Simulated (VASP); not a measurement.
Crystal: ZrAl3B3N.

```
Zr Al B N
1.0
     4.20428    0.00000    0.00000
     0.00000    4.20428    0.00000
     0.00000    0.00000    5.82194
Zr Al B N
1 3 3 1
Direct
  0.50000 0.50000 0.50000
  0.00000 0.50000 0.00000
  0.50000 0.00000 0.00000
  0.50000 0.50000 0.00000
  0.00000 0.00000 0.29647
  0.00000 0.00000 0.70353
  0.00000 0.00000 0.00000
  0.00000 0.00000 0.50000
```

The cell was built by a generator and needn't be a form met in nature.

- Program: VASP 6.6.1
- Task: relaxation of cell and atoms
- Functional: PBE
- Potentials or basis: VASP PAW PBE potentials, release 64 (Zr_sv, Al, B, N)
- Cutoff: 520 eV
- k mesh: 3 × 3 × 3
- Occupations: gaussian, width 0.15 eV
- Spin: no spin polarisation

At the start: pressure 38.5 GPa; volume 12.86 Å³/atom.

Q: How do energy, volume and symmetry change on relaxing?

A: Over 13 steps the energy falls by 818.7 meV/atom and the volume is 17.26 Å³/atom (+34.2 %); space group P4/mmm (No. 123, to 0.05 Å).

Step by step:
| step | energy change (eV) | largest force (eV/Å) | pressure (GPa) | volume (Å³) |
| --- | --- | --- | --- | --- |
| 1 | 0.0000 | 15.7267 | 38.53 | 102.91 |
| 2 | 15.3888 | 43.7322 | 18.03 | 156.10 |
| 3 | -3.1607 | 6.8897 | 5.59 | 118.90 |
| 4 | -3.6849 | 5.0695 | 7.36 | 115.99 |
| 5 | -3.8109 | 2.5786 | 10.92 | 112.80 |
| 6 | -6.3977 | 2.8477 | 2.91 | 132.57 |
| 7 | -6.4040 | 2.8050 | 2.91 | 135.14 |
| 8 | -6.4100 | 2.8147 | 2.82 | 134.34 |
| 9 | -5.9530 | 7.5436 | 1.58 | 140.97 |
| 10 | -6.5327 | 0.5196 | 1.91 | 136.39 |
| 11 | -6.5329 | 0.4100 | 1.96 | 136.32 |
| 12 | -6.5303 | 0.4347 | -1.55 | 139.97 |
| 13 | -6.5498 | 0.0174 | 0.17 | 138.05 |

Final structure:
```
Zr Al B N
1.0
     4.94098    0.00000    0.00000
     0.00000    4.94098    0.00000
     0.00000    0.00000    5.65485
Zr Al B N
1 3 3 1
Direct
  0.50000 0.50000 0.50000
  0.00000 0.50000 0.00000
  0.50000 0.00000 0.00000
  0.50000 0.50000 0.00000
  0.00000 0.00000 0.26692
  0.00000 0.00000 0.73308
  0.00000 0.00000 0.00000
  0.00000 0.00000 0.50000
```

Caveat: the k mesh is coarse (spacing up to 0.50 Å⁻¹), so the values aren't converged; the volume moved by over 15 % at a fixed basis, so the end points are rough.
